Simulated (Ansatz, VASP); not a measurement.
## H51C25S10N15O23F10: VASP beside Ansatz

Wanted: the spread between two codes on one cell, functional and k mesh. The cell is taken from a series of runs on this material, whose earlier steps may have relaxed, scaled, displaced or heated it; both programs get it as it stands.

Program: Ansatz 0.2.0. Level of theory: plane waves, with VASP 6.6.1 beside it; single point at PBEsol. Results are calculated unless marked as measured.

## 1. Starting point

The cell holds 134 atoms: 25 C, 15 N, 51 H, 10 S, 23 O and 10 F. Its edges and angles: a = 11.759 Å, b = 11.759 Å, c = 11.759 Å, α = 90.0°, β = 90.0°, γ = 90.0°.

## 2. Ansatz: single point, PBEsol

Ansatz runs on its default PAW (the set named soft_2) files.

With cell and atoms fixed, the geometry can't cause a difference; cores, projectors, grids and the points listed under the comparison can.

input.yaml reads:

```yaml
crystal:
  lattice:
    - [11.75894, 0.0, 0.0]
    - [0.0, 11.75894, 0.0]
    - [0.0, 0.0, 11.75894]
  atoms:
    - { symbol: C, position: [0.24282, 0.79269, 0.90648] }
    - { symbol: "N", position: [0.33634, 0.77924, 0.82688] }
    - { symbol: C, position: [0.32883, 0.72778, 0.72208] }
    - { symbol: C, position: [0.43301, 0.73727, 0.672] }
    - { symbol: "N", position: [0.50143, 0.79463, 0.74756] }
    - { symbol: C, position: [0.61924, 0.82594, 0.72922] }
    - { symbol: C, position: [0.44168, 0.81981, 0.84104] }
    - { symbol: H, position: [0.27581, 0.78389, 0.99333] }
    - { symbol: H, position: [0.17959, 0.72637, 0.88882] }
    - { symbol: H, position: [0.20322, 0.87646, 0.89385] }
    - { symbol: H, position: [0.24967, 0.6911, 0.6918] }
    - { symbol: H, position: [0.46284, 0.70906, 0.58923] }
    - { symbol: H, position: [0.62785, 0.86337, 0.64403] }
    - { symbol: H, position: [0.67421, 0.75055, 0.73644] }
    - { symbol: H, position: [0.64385, 0.88877, 0.79356] }
    - { symbol: H, position: [0.47597, 0.86542, 0.91532] }
    - { symbol: C, position: [0.53995, 0.32731, 0.33307] }
    - { symbol: "N", position: [0.50997, 0.26755, 0.22945] }
    - { symbol: C, position: [0.56003, 0.28217, 0.12463] }
    - { symbol: C, position: [0.50663, 0.20944, 0.05173] }
    - { symbol: "N", position: [0.4251, 0.15287, 0.11338] }
    - { symbol: C, position: [0.34765, 0.0681, 0.06815] }
    - { symbol: C, position: [0.42844, 0.18902, 0.22116] }
    - { symbol: H, position: [0.63152, 0.31788, 0.34898] }
    - { symbol: H, position: [0.49338, 0.28936, 0.40437] }
    - { symbol: H, position: [0.51636, 0.41742, 0.32619] }
    - { symbol: H, position: [0.62821, 0.34303, 0.10936] }
    - { symbol: H, position: [0.5217, 0.1908, 0.96251] }
    - { symbol: H, position: [0.25954, 0.09539, 0.08344] }
    - { symbol: H, position: [0.36265, 0.98579, 0.11001] }
    - { symbol: H, position: [0.36395, 0.06052, 0.97631] }
    - { symbol: H, position: [0.37465, 0.1592, 0.29061] }
    - { symbol: C, position: [0.97118, 0.43568, 0.59692] }
    - { symbol: "N", position: [0.9154, 0.53108, 0.54186] }
    - { symbol: C, position: [0.82882, 0.52298, 0.46384] }
    - { symbol: C, position: [0.79973, 0.63127, 0.43383] }
    - { symbol: "N", position: [0.8696, 0.703, 0.49437] }
    - { symbol: C, position: [0.86928, 0.8264, 0.48881] }
    - { symbol: C, position: [0.9395, 0.6406, 0.55913] }
    - { symbol: H, position: [0.03013, 0.46892, 0.66099] }
    - { symbol: H, position: [0.01776, 0.38602, 0.53317] }
    - { symbol: H, position: [0.90727, 0.3807, 0.63742] }
    - { symbol: H, position: [0.7961, 0.44041, 0.4381] }
    - { symbol: H, position: [0.73489, 0.66305, 0.37587] }
    - { symbol: H, position: [0.88273, 0.86166, 0.57411] }
    - { symbol: H, position: [0.78649, 0.8543, 0.45604] }
    - { symbol: H, position: [0.93818, 0.85681, 0.43325] }
    - { symbol: H, position: [0.00365, 0.67461, 0.61661] }
    - { symbol: C, position: [0.13147, 0.27156, 0.9146] }
    - { symbol: "N", position: [0.23547, 0.33525, 0.89439] }
    - { symbol: C, position: [0.27618, 0.42248, 0.96075] }
    - { symbol: C, position: [0.37549, 0.45803, 0.9122] }
    - { symbol: "N", position: [0.39275, 0.39207, 0.81716] }
    - { symbol: C, position: [0.48678, 0.40221, 0.73772] }
    - { symbol: C, position: [0.30702, 0.31794, 0.80785] }
    - { symbol: H, position: [0.12657, 0.25133, 0.00575] }
    - { symbol: H, position: [0.13332, 0.19313, 0.86392] }
    - { symbol: H, position: [0.0569, 0.32318, 0.89192] }
    - { symbol: H, position: [0.23184, 0.45066, 0.03714] }
    - { symbol: H, position: [0.43646, 0.52216, 0.93947] }
    - { symbol: H, position: [0.56312, 0.4279, 0.78499] }
    - { symbol: H, position: [0.4662, 0.46527, 0.67161] }
    - { symbol: H, position: [0.50303, 0.31943, 0.6976] }
    - { symbol: H, position: [0.29741, 0.25433, 0.74099] }
    - { symbol: C, position: [0.0806, 0.73228, 0.232] }
    - { symbol: "N", position: [0.04212, 0.84958, 0.22249] }
    - { symbol: C, position: [0.10347, 0.94372, 0.25473] }
    - { symbol: C, position: [0.03889, 0.03684, 0.22945] }
    - { symbol: "N", position: [0.9392, 0.99734, 0.18262] }
    - { symbol: C, position: [0.84557, 0.06744, 0.14229] }
    - { symbol: C, position: [0.94238, 0.88352, 0.17933] }
    - { symbol: H, position: [0.15836, 0.72071, 0.18152] }
    - { symbol: H, position: [0.01399, 0.67491, 0.2006] }
    - { symbol: H, position: [0.10063, 0.71192, 0.32102] }
    - { symbol: H, position: [0.18663, 0.93784, 0.29484] }
    - { symbol: H, position: [0.0569, 0.12701, 0.2407] }
    - { symbol: H, position: [0.87319, 0.11961, 0.06971] }
    - { symbol: H, position: [0.81667, 0.12307, 0.2116] }
    - { symbol: H, position: [0.77507, 0.01254, 0.11489] }
    - { symbol: H, position: [0.87412, 0.82884, 0.14661] }
    - { symbol: "N", position: [0.55243, 0.7242, 0.2681] }
    - { symbol: S, position: [0.47488, 0.68355, 0.16638] }
    - { symbol: O, position: [0.54439, 0.63871, 0.07561] }
    - { symbol: O, position: [0.37999, 0.756, 0.13883] }
    - { symbol: F, position: [0.4178, 0.5724, 0.21883] }
    - { symbol: S, position: [0.52521, 0.83708, 0.3361] }
    - { symbol: O, position: [0.59845, 0.84073, 0.4338] }
    - { symbol: O, position: [0.51441, 0.93763, 0.26664] }
    - { symbol: F, position: [0.40101, 0.81757, 0.38657] }
    - { symbol: "N", position: [0.95523, 0.48757, 0.96648] }
    - { symbol: S, position: [0.86157, 0.47508, 0.06421] }
    - { symbol: O, position: [0.74964, 0.45048, 0.02166] }
    - { symbol: O, position: [0.87285, 0.55509, 0.15587] }
    - { symbol: F, position: [0.9076, 0.35825, 0.11322] }
    - { symbol: S, position: [0.95896, 0.59446, 0.88868] }
    - { symbol: O, position: [0.93403, 0.7028, 0.94183] }
    - { symbol: O, position: [0.05683, 0.58809, 0.81562] }
    - { symbol: F, position: [0.85239, 0.57797, 0.80362] }
    - { symbol: "N", position: [0.175, 0.97479, 0.55335] }
    - { symbol: S, position: [0.23957, 0.08685, 0.51856] }
    - { symbol: O, position: [0.28568, 0.07055, 0.40668] }
    - { symbol: O, position: [0.31121, 0.13819, 0.60407] }
    - { symbol: F, position: [0.13957, 0.17746, 0.50242] }
    - { symbol: S, position: [0.11194, 0.96167, 0.67146] }
    - { symbol: O, position: [0.07763, 0.84497, 0.68361] }
    - { symbol: O, position: [0.16251, 0.0191, 0.76707] }
    - { symbol: F, position: [0.99595, 0.02893, 0.65005] }
    - { symbol: "N", position: [0.80605, 0.21378, 0.67411] }
    - { symbol: S, position: [0.77237, 0.17263, 0.7975] }
    - { symbol: O, position: [0.65429, 0.18716, 0.8277] }
    - { symbol: O, position: [0.85818, 0.20863, 0.87597] }
    - { symbol: F, position: [0.78655, 0.03679, 0.7901] }
    - { symbol: S, position: [0.72924, 0.19065, 0.5662] }
    - { symbol: O, position: [0.60822, 0.18856, 0.58375] }
    - { symbol: O, position: [0.77487, 0.2551, 0.47267] }
    - { symbol: F, position: [0.76015, 0.06142, 0.535] }
    - { symbol: "N", position: [0.26995, 0.39323, 0.36536] }
    - { symbol: S, position: [0.27526, 0.48962, 0.45904] }
    - { symbol: O, position: [0.18965, 0.57688, 0.45277] }
    - { symbol: O, position: [0.39141, 0.51997, 0.48194] }
    - { symbol: F, position: [0.24004, 0.41772, 0.5705] }
    - { symbol: S, position: [0.17431, 0.38714, 0.27162] }
    - { symbol: O, position: [0.15846, 0.48854, 0.20511] }
    - { symbol: O, position: [0.18481, 0.28029, 0.21247] }
    - { symbol: F, position: [0.05788, 0.37476, 0.34192] }
    - { symbol: O, position: [0.4444, 0.07412, 0.79705] }
    - { symbol: H, position: [0.52045, 0.10608, 0.78459] }
    - { symbol: H, position: [0.40399, 0.0846, 0.72493] }
    - { symbol: O, position: [0.58561, 0.93547, 0.02959] }
    - { symbol: H, position: [0.56025, 0.9382, 0.10896] }
    - { symbol: H, position: [0.64763, 0.87784, 0.03] }
    - { symbol: O, position: [0.74289, 0.77133, 0.05085] }
    - { symbol: H, position: [0.80376, 0.74122, 0.00134] }
    - { symbol: H, position: [0.69036, 0.70789, 0.06546] }
kpoints:
  mp_grid: { grid: [1, 1, 1] }
hamiltonian:
  xc: pbesol
scf:
  occupations: { method: fixed }
output:
  forces: true
  stress: true
  populations: intrinsic
  dos:
    method: { smearing: { sigma: 0.08 } }
    de: 0.1
    projected: { site_lists: { C: [C], F: [F], H: [H], "N": ["N"], O: [O] } }
  eigenvalues: true
  write_density: true
  write_potential: true
  volumetric_format: npy
  elf: true
```

The run is started by

```console
$ ansatz run input.yaml --threads 4 --pin off --max-ram 8192MiB --backend cpu --events-out ev --progress --plain --runs-dir out
```

Numbers of over 12 decimals in the logs are rounded to 6 here.

Log:

```text
Engine: ansatz 0.2.0, aarch64-unknown-linux-gnu
Pseudopotentials: kind: paw
Pseudopotential: C, paw, valence charge 4, recommended cutoff 420 eV (normal), C.paw.azcp
Pseudopotential: N, paw, valence charge 5, recommended cutoff 420 eV (normal), N.paw.azcp
Pseudopotential: H, paw, valence charge 1, recommended cutoff 420 eV (normal), H.paw.azcp
Pseudopotential: S, paw, valence charge 6, recommended cutoff 420 eV (normal), S.paw.azcp
Pseudopotential: O, paw, valence charge 6, recommended cutoff 420 eV (normal), O.paw.azcp
Pseudopotential: F, paw, valence charge 7, recommended cutoff 420 eV (normal), F.paw.azcp
Functional definition: PBEsol
  exchange = pbesol_x
  correlation = pbesol_c
Crystal: 134 atoms, lattice volume = 1625.940 Å³
Basis set: ecut = 420 eV, 31799 PW (Γ), exchange–correlation on 160×160×160 points (8 copies of the dense FFT grid, shifted against one another)
Bands: 381, of which v1, the nominal top of the filled ones, is band 247 counted from 1 (246 counted from 0)
Symmetry: 1 space group operations
Space group: P1 (ITA 1), of the structure as read, at distance tolerance 1.2e-4 Å
k-points: 1
Non-local potential: C, projectors of the file, l = 0: 2, l = 1: 2, l = 2: 1
Non-local potential: N, projectors of the file, l = 0: 2, l = 1: 2, l = 2: 1
Non-local potential: H, projectors of the file, l = 0: 2, l = 1: 1
Non-local potential: S, projectors of the file, l = 0: 2, l = 1: 2, l = 2: 2
Non-local potential: O, projectors of the file, l = 0: 2, l = 1: 2, l = 2: 1
Non-local potential: F, projectors of the file, l = 0: 2, l = 1: 2, l = 2: 1
PAW form: soft (Blöchl's): semilocal exchange-correlation on the pseudo side does not see the compensation charge
PAW frozen core: C, regenerated for the run's functional, and the local potential with it (the file was generated under x = pbe(κ = 0.804, μ = 0.219515), c = pbe(β = 0.066725))
PAW frozen core: N, regenerated for the run's functional, and the local potential with it (the file was generated under x = pbe(κ = 0.804, μ = 0.219515), c = pbe(β = 0.066725))
PAW frozen core: S, regenerated for the run's functional, and the local potential with it (the file was generated under x = pbe(κ = 0.804, μ = 0.219515), c = pbe(β = 0.066725))
PAW frozen core: O, regenerated for the run's functional, and the local potential with it (the file was generated under x = pbe(κ = 0.804, μ = 0.219515), c = pbe(β = 0.066725))
PAW frozen core: F, regenerated for the run's functional, and the local potential with it (the file was generated under x = pbe(κ = 0.804, μ = 0.219515), c = pbe(β = 0.066725))
PAW one-centre angular grid: C, 110 points (default); XC on 64 Gauss nodes
PAW one-centre angular grid: N, 110 points (default); XC on 64 Gauss nodes
PAW one-centre angular grid: H, 110 points (default); XC on 64 Gauss nodes
PAW one-centre angular grid: S, 110 points (default); XC on 64 Gauss nodes
PAW one-centre angular grid: O, 110 points (default); XC on 64 Gauss nodes
PAW one-centre angular grid: F, 110 points (default); XC on 64 Gauss nodes
Initial density: superposition of atomic densities (neutral atoms: chi_scale 0, normalization atom), corrected by the library's trained network
Initial wavefunctions: pseudopotential atomic-orbital guess
Functional: x = pbesol(κ = 0.804, μ = 0.123457), c = pbesol(β = 0.046)
SCF iter   1: F=—  HF=-42386.601134 eV  |F-HF|=—  |Δ(HF+E_count)|=         —  Δρ=8.97e-3  dr2=1.06e0  ethr=1.77e-3  ⟨swp⟩=5.0  Hψ=1463  notcnv=0  defer=129
preconditioner: auto → Resta (q_TF=auto, 2.237 Å⁻¹)  ε∞=2.6  [insulator: Δε(μ)=4.566 eV  Ē_g=15.980 eV  n_scr=304 (ndim 8)  ℏωp=20.0 eV  f_vac=0.266  ε∞_Penn≈2.6]
SCF iter   2: F=—  HF=-42386.312297 eV  |F-HF|=—  |Δ(HF+E_count)|=   2.89e-1  Δρ=2.74e-3  dr2=1.23e-1  ethr=2.15e-4  ⟨swp⟩=2.0  Hψ=620  notcnv=0  defer=132
SCF iter   3: F=—  HF=-42386.318915 eV  |F-HF|=—  |Δ(HF+E_count)|=   6.62e-3  Δρ=1.36e-3  dr2=3.44e-2  ethr=2.48e-5  ⟨swp⟩=2.0  Hψ=481  notcnv=0  defer=132
SCF iter   4: F=—  HF=-42386.321112 eV  |F-HF|=—  |Δ(HF+E_count)|=   2.20e-3  Δρ=6.10e-4  dr2=6.85e-3  ethr=6.96e-6  ⟨swp⟩=2.0  Hψ=442  notcnv=0  defer=132
SCF iter   5: F=—  HF=-42386.320635 eV  |F-HF|=—  |Δ(HF+E_count)|=   4.77e-4  Δρ=2.37e-4  dr2=1.03e-3  ethr=1.39e-6  ⟨swp⟩=2.0  Hψ=490  notcnv=0  defer=132
SCF iter   6: F=—  HF=-42386.320737 eV  |F-HF|=—  |Δ(HF+E_count)|=   1.02e-4  Δρ=8.24e-5  dr2=1.26e-4  ethr=2.09e-7  ⟨swp⟩=2.0  Hψ=473  notcnv=0  defer=130
SCF iter   7: F=—  HF=-42386.320765 eV  |F-HF|=—  |Δ(HF+E_count)|=   2.75e-5  Δρ=4.67e-5  dr2=3.44e-5  ethr=2.55e-8  ⟨swp⟩=2.0  Hψ=483  notcnv=0  defer=129
SCF iter   8: F=—  HF=-42386.320906 eV  |F-HF|=—  |Δ(HF+E_count)|=   1.41e-4  Δρ=1.36e-5  dr2=2.96e-6  ethr=6.97e-9  ⟨swp⟩=2.0  Hψ=612  notcnv=0  defer=129
[...]
atom 103  F      0.00233608    -0.00278382    -0.00002398
  atom 104  S     -0.01190331    -0.01528005    -0.00726909
  atom 105  O      0.00445148     0.00196174    -0.00120870
  atom 106  O      0.00616259     0.00871757     0.00325484
  atom 107  F      0.00412809     0.00000510    -0.00363436
  atom 108  N     -0.00708756     0.00319282     0.00282179
  atom 109  S      0.01122489    -0.01601281    -0.01127056
  atom 110  O     -0.00799855     0.00017840     0.00006031
  atom 111  O      0.00028859     0.00110811    -0.00019417
  atom 112  F     -0.00148985     0.01369305     0.00266698
  atom 113  S      0.00120907    -0.01811305    -0.00457290
  atom 114  O      0.00045795    -0.00005501     0.00281232
  atom 115  O      0.00671314     0.00310422     0.00402807
  atom 116  F     -0.00754368     0.01020542     0.00223501
  atom 117  N     -0.00098223     0.00112115     0.00770327
  atom 118  S      0.00458240    -0.00295074    -0.01052410
  atom 119  O     -0.00381809     0.00161092     0.00419166
  atom 120  O      0.00023944     0.00123552     0.00516018
  atom 121  F     -0.00108550     0.00082805    -0.00309230
  atom 122  S     -0.00067347    -0.01101059    -0.01384561
  atom 123  O      0.00032965     0.00798769     0.00212467
  atom 124  O      0.00370905    -0.00166157     0.00184581
  atom 125  F     -0.00363652     0.00077073     0.00800001
  atom 126  O      0.01310214     0.01085905    -0.00841920
  atom 127  H     -0.01439343    -0.00868247     0.00382211
  atom 128  H      0.00288693    -0.00349495     0.00557693
  atom 129  O      0.00086227     0.00039194    -0.00274549
  atom 130  H      0.00002747    -0.00200414     0.00141552
  atom 131  H     -0.00004800     0.00089211     0.00261170
  atom 132  O     -0.00161293    -0.00707959    -0.00369714
  atom 133  H     -0.00552523     0.00188806     0.00337270
  atom 134  H      0.00654078     0.00589274     0.00108081
  max |Σ_I F_I| component: 1.11e-4 eV/Å
--- Stress (GPa, compression-positive) ---
        0.200104      -0.044344      -0.107172
       -0.044343       0.139118      -0.060328
       -0.107172      -0.060327       0.124778
  P = ⅓ Tr σ = 0.1547 GPa (1.547 kbar)
--- Band table (eV) ---
  k-point 0: bands = [... 243 lower, -0.6632, -0.6214, -0.4457, -0.3231, 4.1876, 4.3476, 4.4083, 4.5510, ... 130 higher]
--- intrinsic populations: 134 sites ---
  site symbol       q [e]
     0      C      4.4516
     1      N      4.9867
     2      C      4.1332
     3      C      4.1399
     4      N      4.9878
     5      C      4.4497
     6      C      3.9785
     7      H      0.7929
     8      H      0.7860
     9      H      0.7885
    10      H      0.7691
    11      H      0.7683
    12      H      0.7796
    13      H      0.7931
    14      H      0.7774
    15      H      0.7640
    16      C      4.4456
    17      N      4.9853
    18      C      4.1472
    19      C      4.1188
    20      N      4.9866
    21      C      4.4402
    22      C      3.9828
    23      H      0.7948
[...]
126      H      0.6190
   127      H      0.6147
   128      O      6.8197
   129      H      0.6287
   130      H      0.6352
   131      O      6.7688
   132      H      0.6200
   133      H      0.6078
  spilling = 0.000000 (of n_electrons = 494.000000)
```

Reading the cycles: dr2 is the Hartree energy of the density residual (eV), the measure of convergence; HF is the Harris–Foulkes estimate of the energy, which meets the free energy F at convergence.

[end of part 1 of 2]

[Lines on the potential files, build, host, timing and source positions are cut from VASP's logs without a mark.]

[Logs are printed without paths, hosts, clocks, repeated set-up lines and the standing remarks that a program may print on its own settings, such as how far it seeks lower states.]

[Hosts, paths, dates, database ids (printed as entryN), source tags and the programs' standing remarks are cut or masked in the printed files.]
